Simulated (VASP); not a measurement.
A run of VASP 6.6.1 is set up as follows.

File INCAR:

```
SYSTEM = Ni
PREC     = Accurate       ! precision mode
ENCUT    = 520            ! plane-wave cutoff, eV
EDIFF    = 1E-7           ! SCF threshold, eV
ISMEAR   = 0              ! smearing method
SIGMA    = 0.1            ! smearing width, eV
LREAL    = .False.        ! projectors in reciprocal space
LASPH    = .True.         ! aspherical terms in the spheres
NELM     = 100            ! most SCF steps
ALGO     = Fast           ! electronic algorithm
ISIF     = 2              ! what is computed and relaxed
LWAVE    = .False.        ! write WAVECAR
LCHARG   = .False.        ! write CHGCAR
ISPIN    = 2              ! spin polarisation
MAGMOM   = 0.8            ! initial moments
LORBIT   = 11             ! projections on sites
LMAXMIX  = 4              ! l up to which the mixer works
GGA      = PE             ! functional
```

Contents of KPOINTS:

```
regular mesh
0
Gamma
  12 12 12
  0 0 0
```

POSCAR

```
Ni                                      
1.0
    0.0000000000      1.7058499425      1.7058499425
    1.7058499425      0.0000000000      1.7058499425
    1.7058499425      1.7058499425      0.0000000000
  Ni            
     1
Direct
     0.0000000000000000    0.0000000000000000    0.0000000000000000
```

Potentials or basis: VASP PAW PBE potentials, release 64 (Ni).

Run with:

```bash
$ cat potpaw_PBE.64/Ni/POTCAR > POTCAR
$ mpirun -np 1 vasp_std > vasp.out
```

Task: What does it give for the net moment?

Result: 0.57 μB per cell.

Task: Estimate the band gap on the k mesh.

Result: None (metal or under the smearing width).

Task: What does it give for the pressure?

Result: 22.5 GPa.

Task: Predict the site moments.

Result: Ni +0.57 μB.

Caveat: so large a pressure means that the cell lies far from this level's equilibrium, or that cutoff or potentials fall short.
